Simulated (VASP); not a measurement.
All values below come from RPBE GGA, VASP's PBE PAW potentials (set 64) (plane waves; VASP).

VASP ran on this input.

File KPOINTS:
```
Regular mesh
0
gamma
13 13 13
```

**INCAR**
```
SYSTEM = Sn
PREC = Accurate
ENCUT = 520
EDIFF = 1E-7
NELM = 100
ALGO = Normal
LREAL = .FALSE.
LASPH = .TRUE.
ISMEAR = 1
SIGMA = 0.1
GGA = RP
LMAXMIX = 4
LWAVE = .FALSE.
LCHARG = .FALSE.
ISIF = 4
IBRION = 2
NSW = 30
EDIFFG = -0.01
```

### POSCAR
```
Sn
1
   -2.9483460891     2.9483460891     1.5831640364
    2.9483460891    -2.9483460891     1.5831640364
    2.9483460891     2.9483460891    -1.5831640364
Sn
2
Direct
  0.2500000000   0.7500000000   0.5000000000
  0.0000000000   0.0000000000   0.0000000000
```

POTCAR, in this order: Sn_d (PBE.64 set). Program: vasp_std.

Unless said otherwise, spin-orbit coupling is left out, though it shifts the bands of the heavy elements here.

**Question.** Predict the energy per atom (σ→0), band gap (on the k-mesh).

**Answer.** 
```json
{
  "energy per atom (σ→0)": "-3422 meV/atom",
  "band gap (on the k-mesh)": "none (metal, semimetal or under 0.01 eV)"
}
```

OSZICAR:
```
...
       N       E                     dE             d eps       ncg     rms          rms(c)
DAV:   1    -0.684792283950E+01   -0.38461E-02   -0.99593E-02  7934   0.281E+00    0.298E-01
DAV:   2    -0.684556097385E+01    0.23619E-02   -0.49857E-03  8496   0.119E+00    0.186E-01
DAV:   3    -0.684422986270E+01    0.13311E-02   -0.27920E-03  9246   0.867E-01    0.217E-02
DAV:   4    -0.684426870668E+01   -0.38844E-04   -0.51952E-04  7462   0.292E-01    0.132E-02
DAV:   5    -0.684426860379E+01    0.10289E-06   -0.15071E-05 10176   0.650E-02    0.265E-03
DAV:   6    -0.684426868974E+01   -0.85950E-07   -0.82973E-07  7520   0.989E-03
   3 F= -.68442687E+01 E0= -.68443089E+01  d E =-.106040E-02
```

The compound is Sn in the beta structure. This cell is one point of a volume scan, at 0.94 of the reference volume. Symmetry was kept, so distortions that lower it aren't found.
